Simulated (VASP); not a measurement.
Output of a VASP run:

OSZICAR:
```
       N       E                     dE             d eps       ncg     rms          rms(c)
DAV:   1     0.411132945100E+02    0.41113E+02   -0.49595E+03   630   0.963E+02
DAV:   2     0.214816584631E+01   -0.38965E+02   -0.38682E+02   719   0.167E+02
DAV:   3     0.618576807746E+00   -0.15296E+01   -0.15265E+01   887   0.282E+01
DAV:   4     0.555119684687E+00   -0.63457E-01   -0.63419E-01   990   0.513E+00
DAV:   5     0.554327215278E+00   -0.79247E-03   -0.79234E-03   914   0.454E-01    0.122E+01
DAV:   6     0.554651823923E+00    0.32461E-03   -0.69194E-03   788   0.107E+00    0.686E+00
DAV:   7     0.553901039764E+00   -0.75078E-03   -0.12417E-02   697   0.140E+00    0.295E-01
DAV:   8     0.553695988901E+00   -0.20505E-03   -0.20777E-03   986   0.280E-01    0.155E-01
DAV:   9     0.553680981787E+00   -0.15007E-04   -0.24470E-05   863   0.542E-02    0.387E-02
DAV:  10     0.553658664665E+00   -0.22317E-04   -0.27788E-05   674   0.463E-02    0.638E-02
DAV:  11     0.553659228481E+00    0.56382E-06   -0.11162E-06   883   0.118E-02    0.188E-02
DAV:  12     0.553659702983E+00    0.47450E-06   -0.50218E-07   778   0.603E-03    0.894E-03
DAV:  13     0.553659636742E+00   -0.66241E-07   -0.28005E-08   387   0.181E-03
   1 F= 0.55365964E+00 E0= 0.55365964E+00  d E =0.000000E+00
```

**OUTCAR**
```
------------------------ aborting loop because EDIFF is reached ----------------------------------------
  FORCE on cell =-STRESS in cart. coord.  units (eV):
  Direction    XX          YY          ZZ          XY          YZ          ZX
  --------------------------------------------------------------------------------------
  Total        0.0182969      0.0182969      0.0182969     -0.0000000     -0.0000000     -0.0000000
  in kB        0.5652273      0.5652273      0.5652273     -0.0000000     -0.0000000     -0.0000000
  external PRESSURE =       0.5652273 kB  Pullay stress =       0.0000000 kB
  volume of cell :       51.86
      direct lattice vectors                 reciprocal lattice vectors
     0.000000000  2.959910668  2.959910668    -0.168924017  0.168924017  0.168924017
     2.959910668  0.000000000  2.959910668     0.168924017 -0.168924017  0.168924017
     2.959910668  2.959910668  0.000000000     0.168924017  0.168924017 -0.168924017
 POSITION                                       TOTAL-FORCE (eV/Angst)
 -----------------------------------------------------------------------------------
      0.00000      0.00000      0.00000        -0.000000     -0.000000     -0.000000
 -----------------------------------------------------------------------------------
    total drift:                                0.000000      0.000000      0.000000
  FREE ENERGIE OF THE ION-ELECTRON SYSTEM (eV)
  ---------------------------------------------------
  free  energy   TOTEN  =         0.5536596367 eV

  energy  without entropy=        0.5536596367  energy(sigma->0) =        0.55365964

 total charge

# of ion       s       p       d       tot
------------------------------------------
    1        2.066   5.685   0.145   7.897
```
(Selected blocks of OUTCAR.)

**POSCAR**
```
Sr
1
   -0.0000000000     2.9599106682     2.9599106682
    2.9599106682     0.0000000000     2.9599106682
    2.9599106682     2.9599106682     0.0000000000
Sr
1
Direct
  1.0000000000   0.0000000000   1.0000000000
```

### Question
Reconstruct the remaining input files.

### Answer
One answer among several that fit: the input of the run itself, vdW-DF-cx, plane waves, VASP's PBE PAW potentials (set 64).

KPOINTS:
```
kpoints
0
G
  9 9 9
0 0 0
```

### INCAR
```
# general
SYSTEM  =Sr
PREC    =Accurate
ENCUT   =520   # plane-wave cut-off (eV)
LREAL   =.False.   # projection in real space or not
LASPH   =.True.   # aspherical one-centre terms

# electronic loop
EDIFF   =1E-7   # SCF stop (eV)
NELM    =100   # most electronic steps
ALGO    =Normal   # blocked Davidson
LMAXMIX =4

# smearing
ISMEAR  =-5

# functional
GGA     =CX
LUSE_VDW=.True.
AGGAC   =0.0

# ions
ISIF    =2   # forces and stress, cell fixed

# output
LWAVE   =.False.
LCHARG  =.True.
LORBIT  =11
NEDOS   =601   # DOS grid
```

POTCAR, in this order: Sr_sv (PBE.64 set). Program: vasp_std.

The compound is Sr in the fcc structure. It was relaxed first, which changed the volume by -8 %.
